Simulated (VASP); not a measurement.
Input:

```xyz
5
Lattice="4.1252 0.0000 0.0000 0.0000 4.1252 0.0000 0.0000 0.0000 4.1252" Properties=species:S:1:pos:R:3 pbc="T T T"
K      0.0000     0.0000     0.0000
Mg     2.0626     2.0626     2.0626
F      2.0626     0.0000     2.0626
F      0.0000     2.0626     2.0626
F      2.0626     2.0626     0.0000
```

These are RPBE GGA, VASP's PBE PAW potentials (set 64) (plane waves; VASP) values and carry that method's errors. Numerical set-up: 520 eV cut-off, 6×6×6 Γ-centred mesh, tetrahedra with Blöchl corrections, potentials K_sv Mg F.

The cores are frozen, which limits the accuracy of field gradients.

Q: Give the principal components of the electric field gradient (V/Å²) and the asymmetry η at each nucleus.

A: 
| atom | Vxx | Vyy | Vzz | η |
|---|---|---|---|---|
| K1 | 0.0 | 0.0 | 0.0 | - |
| Mg2 | 0.0 | 0.0 | 0.0 | - |
| F3 | -26.9 | -26.9 | 53.7 | 0.00 |
| F4 | -26.9 | -26.9 | 53.7 | 0.00 |
| F5 | -26.9 | -26.9 | 53.7 | 0.00 |

The compound is KMgF3 in the cubic perovskite structure. It was relaxed first, which changed the volume by +11 %.
